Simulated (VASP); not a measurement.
Consider the following.

```
ZrS2
1.0
    1.88169    -3.25918     0.00000
    1.88169     3.25918     0.00000
    0.00000     0.00000     6.18185
Zr S
1 2
Direct
  0.00000   0.00000   0.00000
  0.33333   0.66667   0.23692
  0.66667   0.33333   0.76308
```

These are r2SCAN meta-GGA, VASP's PBE PAW potentials (set 64) (plane waves; VASP 6.6.1) values and carry that method's errors. Run with 520 eV cut-off, 7×7×4 Γ-centred mesh, Gaussian smearing of 0.050 eV, potentials Zr_sv S.

Q: The ions and cell shape at fixed volume are relaxed. What does this cell relax into?

A: 
```
ZrS2
1.0
    1.85093    -3.20591     0.00000
    1.85093     3.20591     0.00000
    0.00000     0.00000     6.38900
Zr S
1 2
Direct
  0.00000   0.00000   0.00000
  0.33333   0.66667   0.22447
  0.66667   0.33333   0.77553
```
Space group P-3m1 (164), at a tolerance of 0.03 Å.

Q: How much energy does the relaxation gain?

A: The energy (σ→0) changes by -20.1 meV/atom, in 7 ionic steps.

The compound is ZrS2 in the 1T layered structure. This cell is one point of a volume scan, at 1.06 of the reference volume. Symmetry was kept, so distortions that lower it aren't found.
